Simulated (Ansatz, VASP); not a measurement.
## PtSe2 in two plane-wave programs

Wanted: the spread between two codes on one cell, functional and k mesh. The cell is taken from a series of runs on this material, whose earlier steps may have relaxed, scaled, displaced or heated it; both programs get it as it stands.

Program: Ansatz 0.2.0. Level of theory: plane waves, with VASP 6.6.1 beside it; single point at PBE, spin-orbit coupling. Results are calculated unless marked as measured.

## 1. Set-up

The cell holds 6 atoms: 2 Pt and 4 Se. Its edges and angles: a = 3.710 Å, b = 3.710 Å, c = 40.900 Å, α = 90.0°, β = 90.0°, γ = 120.0°. It derives from Pt1Se2. Vacuum lies along c.

Structure file:

```xyz
6
Lattice="3.7101 0.0000 0.0000 -1.8550 3.2130 0.0000 0.0000 0.0000 40.9000" Properties=species:S:1:pos:R:3
Pt    0.0000    0.0000   17.3580
Pt    1.8550    1.0710   23.5420
Se    0.0000    2.1420   18.6766
Se    1.8550    1.0710   16.0355
Se    0.0000    0.0000   24.8645
Se    0.0000    2.1420   22.2234
```

## 2. VASP: single point, PBE, spin-orbit coupling

With cell and atoms fixed, the geometry can't cause a difference; cores, projectors, grids and the points listed under the comparison can.

Lines of VASP's logs that name or quote its potential files are left out, and so is its time.

INCAR reads:

```
SYSTEM = PtSe2
PREC = Accurate
ENCUT = 400
EDIFF = 1E-06
NELM = 200
ISMEAR = -1
SIGMA = 0.02
LREAL = .FALSE.
ALGO = Normal
GGA = PE
LNONCOLLINEAR = .TRUE.
MAGMOM = 0 0 0 0 0 0 0 0 0 0 0 0 0 0 0 0 0 0
NBANDS = 56
GGA_COMPAT = .FALSE.
LASPH = .TRUE.
LSORBIT = .TRUE.
LMAXMIX = 4
LORBIT = 11
LWAVE = .FALSE.
LCHARG = .FALSE.
ISIF = 2
LDIPOL = .TRUE.
IDIPOL = 3
DIPOL = 0.5 0.5 0.5
LVHAR = .TRUE.
EFERMI = MIDGAP
NELMDL = -8
KPAR = 2
```

POSCAR reads:

```
PtSe2
1.0
    3.7100968626      0.0000000000      0.0000000000
   -1.8550484313      3.2130381335      0.0000000000
    0.0000000000      0.0000000000     40.9000000000
Pt Se
2 4
Direct
    0.0000000001      0.0000000000      0.4244018196
    0.6666666667      0.3333333334      0.5755981804
    0.3333333334      0.6666666667      0.4566401217
    0.6666666667      0.3333333334      0.3920649557
    0.0000000001      0.0000000000      0.6079350443
    0.3333333334      0.6666666667      0.5433598783
```

KPOINTS reads:

```
Automatic mesh
0
Gamma
6 6 1
0 0 0
```

The projector-augmented-wave data sets are Pt and Se (PBE family, release 64).

On the command line:

```sh
$ mpirun -np 2 vasp_ncl
```

Numbers of over 12 decimals in the logs are rounded to 6 here.

What it wrote:

```text
[banner, memory and clock lines left out]
running    2 mpi-ranks, on    1 nodes
 distrk:  each k-point on    1 cores,    2 groups
 distr:  one band on    1 cores,    1 groups

 POSCAR found type information on POSCAR PtSe
 POSCAR found :  2 types and       6 ions
 LDA part: xc-table for (Slater+PW92), standard interpolation
 POSCAR, INCAR and KPOINTS ok, starting setup
 FFT: planning ... GRIDC
 FFT: planning ... GRID_SOFT
 FFT: planning ... GRID
 WAVECAR not read
 entering main loop
       N       E                     dE             d eps       ncg     rms          rms(c)
DAV:   1     0.331026339631E+03    0.33103E+03   -0.13015E+04   832   0.949E+02
DAV:   2     0.156548676183E+02   -0.31537E+03   -0.30231E+03  1144   0.200E+02
DAV:   3    -0.297582399057E+02   -0.45413E+02   -0.44657E+02   944   0.841E+01
DAV:   4    -0.310672978979E+02   -0.13091E+01   -0.12917E+01  1016   0.158E+01
DAV:   5    -0.310948662366E+02   -0.27568E-01   -0.27533E-01   960   0.223E+00
DAV:   6    -0.310956379597E+02   -0.77172E-03   -0.77155E-03  1016   0.394E-01
DAV:   7    -0.310956749509E+02   -0.36991E-04   -0.36991E-04  1048   0.763E-02
DAV:   8    -0.310956759232E+02   -0.97228E-06   -0.97211E-06   888   0.115E-02    0.197E+01
DAV:   9    -0.297242631604E+02    0.13714E+01   -0.91885E+00   816   0.254E+01    0.116E+01
DAV:  10    -0.294200197123E+02    0.30424E+00   -0.25771E+00   824   0.141E+01    0.594E+00
DAV:  11    -0.293621732238E+02    0.57846E-01   -0.19345E-01   864   0.254E+00    0.203E+00
DAV:  12    -0.293267396544E+02    0.35434E-01   -0.78822E-02   840   0.254E+00    0.435E-01
DAV:  13    -0.293282042977E+02   -0.14646E-02   -0.18115E-02   888   0.688E-01    0.272E-01
DAV:  14    -0.293281898386E+02    0.14459E-04   -0.60513E-04   920   0.156E-01    0.171E-01
[...]
DAV:  18    -0.293282692381E+02   -0.18540E-04   -0.25761E-06   712   0.738E-03    0.261E-03
DAV:  19    -0.293282792445E+02   -0.10006E-04   -0.65251E-07   568   0.409E-03    0.155E-03
DAV:  20    -0.293282926900E+02   -0.13445E-04   -0.64190E-07   584   0.263E-03    0.130E-03
DAV:  21    -0.293283132952E+02   -0.20605E-04   -0.13153E-06   576   0.302E-03    0.731E-04
DAV:  22    -0.293283219159E+02   -0.86207E-05   -0.36254E-07   608   0.161E-03    0.486E-04
DAV:  23    -0.293283273479E+02   -0.54319E-05   -0.12291E-07   536   0.949E-04    0.360E-04
DAV:  24    -0.293283333257E+02   -0.59778E-05   -0.19425E-07   544   0.113E-03    0.182E-04
DAV:  25    -0.293283342723E+02   -0.94662E-06   -0.12953E-08   512   0.398E-04
   1 F= -.29328334E+02 E0= -.29328334E+02  d E =-.159818E-12  mag=     0.0000     0.0000     0.0000
```

From OUTCAR (step 2):

```text
ion  position               nearest neighbor table
   1  0.000  0.000  0.424-   3 2.52   3 2.52   3 2.52   4 2.52   4 2.52   4 2.52
   2  0.667  0.333  0.576-   6 2.52   6 2.52   6 2.52   5 2.52   5 2.52   5 2.52
   3  0.333  0.667  0.457-   1 2.52   1 2.52   1 2.52
   4  0.667  0.333  0.392-   1 2.52   1 2.52   1 2.52
   5  0.000  0.000  0.608-   2 2.52   2 2.52   2 2.52
   6  0.333  0.667  0.543-   2 2.52   2 2.52   2 2.52

  LATTYP: Found a hexagonal cell.
 ALAT       =     3.7100968626
 C/A-ratio  =    11.0239709406

 Subroutine GETGRP returns: Found 12 space group operations
 (whereof  6 operations were pure point group operations)

The static configuration has the point symmetry C_3v.
 The point group associated with its full space group is D_3d.

 Found      7 irreducible k-points:

   k-points           NKPTS =      7   k-points in BZ     NKDIM =      7   number of bands    NBANDS=     56

   dimension x,y,z NGX =    24 NGY =   24 NGZ =  270
   dimension x,y,z NGXF=    48 NGYF=   48 NGZF=  540

   ENCUT  =  400.0 eV  29.40 Ry    5.42 a.u.   6.05  6.05 66.70*2*pi/ulx,y,z

   NELECT =      44.0000    total number of electrons

 k-points in reciprocal lattice and weights: Automatic mesh
   0.00000000  0.00000000  0.00000000       0.028
   0.16666667 -0.00000000  0.00000000       0.167
   0.33333333  0.00000000  0.00000000       0.167
   0.50000000  0.00000000  0.00000000       0.083
   0.16666667  0.16666667  0.00000000       0.167
   0.33333333  0.16666667  0.00000000       0.333
   0.33333333  0.33333333  0.00000000       0.056

 dipolmoment           0.000000      0.000000      0.000000 electrons x Angstroem

 average (electrostatic) potential at core
       1 -77.0961       2 -77.0961       3 -60.9955       4 -60.9722       5 -60.9722
       6 -60.9955

 E-fermi :  -1.9249

 k-point     1 :       0.0000    0.0000    0.0000
  band No.  band energies     occupation
    ...
     40      -2.8432      1.00000
     41      -2.7425      1.00000
     42      -2.7425      1.00000
     43      -2.6669      1.00000
     44      -2.6669      1.00000
     45      -0.0230      0.00000
     46      -0.0230      0.00000
     47       0.0204      0.00000
     48       0.0204      0.00000
     49       0.0888      0.00000
    ...

 k-point     2 :       0.1667   -0.0000    0.0000
  band No.  band energies     occupation
    ...
     40      -2.9375      1.00000
     41      -2.8371      1.00000
     42      -2.8371      1.00000
     43      -2.4971      1.00000
     44      -2.4971      1.00000
     45      -1.3526      0.00000
     46      -1.3526      0.00000
     47      -1.1327      0.00000
     48      -1.1327      0.00000
     49      -0.3226      0.00000
    ...

 k-point     3 :       0.3333    0.0000    0.0000
  band No.  band energies     occupation
    ...
     40      -3.8036      1.00000
     41      -3.4791      1.00000
     42      -3.4791      1.00000
     43      -3.1965      1.00000
     44      -3.1965      1.00000
     45      -1.3003      0.00000
     46      -1.3003      0.00000
     47      -0.7970      0.00000
     48      -0.7970      0.00000
     49      -0.3834      0.00000
    ...

  Total        2.2018140      2.2018140      1.3744621      0.0000000      0.0000000     -0.0000000
  in kB        7.2354705      7.2354705      4.5166758      0.0000000      0.0000000     -0.0000000
  external PRESSURE =       6.3292056 kB  Pullay stress =       0.0000000 kB

  energy-cutoff  :      400.00
  volume of cell :      487.56
      direct lattice vectors                 reciprocal lattice vectors
     3.710096863  0.000000000  0.000000000     0.269534742  0.155615956  0.000000000
    -1.855048431  3.213038134  0.000000000     0.000000000  0.311231911  0.000000000
     0.000000000  0.000000000 40.900000000     0.000000000  0.000000000  0.024449878

 POSITION                                       TOTAL-FORCE (eV/Angst)
 -----------------------------------------------------------------------------------
      0.00000      0.00000     17.35803        -0.000000     -0.000000     -0.065551
      1.85505      1.07101     23.54197         0.000000      0.000000      0.065551
      0.00000      2.14203     18.67658        -0.000000     -0.000000      0.012611
      1.85505      1.07101     16.03546        -0.000000     -0.000000     -0.121522
      0.00000      0.00000     24.86454         0.000000      0.000000      0.121522
      0.00000      2.14203     22.22342         0.000000      0.000000     -0.012611
 -----------------------------------------------------------------------------------
    total drift:                               -0.000000     -0.000000     -0.000000

  FREE ENERGIE OF THE ION-ELECTRON SYSTEM (eV)
  ---------------------------------------------------
  free  energy   TOTEN  =       -29.3283342723 eV

  energy  without entropy=      -29.3283342723  energy(sigma->0) =      -29.32833427

 vacuum level on the upper side and lower side of the slab         2.784         2.784

 Spin-Orbit-Coupling matrix elements
 Ion:    1  E_soc:     -0.7383586
 Ion:    2  E_soc:     -0.7383586
 Ion:    3  E_soc:     -0.0294373
 Ion:    4  E_soc:     -0.0295330
 Ion:    5  E_soc:     -0.0295330
 Ion:    6  E_soc:     -0.0294373

 total charge
# of ion       s       p       d       tot
------------------------------------------
    1        0.679   0.713   7.976   9.369
    2        0.679   0.713   7.976   9.369
    3        1.480   2.252   0.058   3.789
    4        1.477   2.253   0.056   3.786
    5        1.477   2.253   0.056   3.786
    6        1.480   2.252   0.058   3.789
--------------------------------------------------
tot          7.273  10.435  16.180  33.888

 magnetization (x)
# of ion       s       p       d       tot
------------------------------------------
    1        0.000   0.000   0.000   0.000
    2        0.000   0.000   0.000   0.000
    3       -0.000   0.000   0.000  -0.000
    4        0.000   0.000   0.000   0.000
    5        0.000   0.000   0.000   0.000
    6        0.000   0.000   0.000   0.000
--------------------------------------------------
tot          0.000   0.000   0.000   0.000

 magnetization (y)
# of ion       s       p       d       tot
------------------------------------------
    1        0.000  -0.000   0.000  -0.000
    2        0.000  -0.000   0.000  -0.000
    3        0.000   0.000  -0.000  -0.000
    4        0.000   0.000   0.000   0.000
    5        0.000   0.000   0.000   0.000
    6        0.000   0.000   0.000   0.000
--------------------------------------------------
tot          0.000   0.000   0.000   0.000

 magnetization (z)
# of ion       s       p       d       tot
------------------------------------------
    1       -0.000  -0.000  -0.000  -0.000
    2       -0.000   0.000   0.000   0.000
    3        0.000   0.000   0.000   0.000
    4       -0.000   0.000  -0.000   0.000
    5       -0.000  -0.000   0.000  -0.000
    6       -0.000   0.000   0.000   0.000
--------------------------------------------------
tot         -0.000   0.000   0.000   0.000

[... 3 further parts left out ...]
```

(Continued in part 2 of 2.)

[Lines on the potential files, build, host, timing and source positions are cut from VASP's logs without a mark.]

[Logs are printed without paths, hosts, clocks, repeated set-up lines and the standing remarks that a program may print on its own settings, such as how far it seeks lower states.]

[Hosts, paths, dates, database ids (printed as entryN), source tags and the programs' standing remarks are cut or masked in the printed files.]
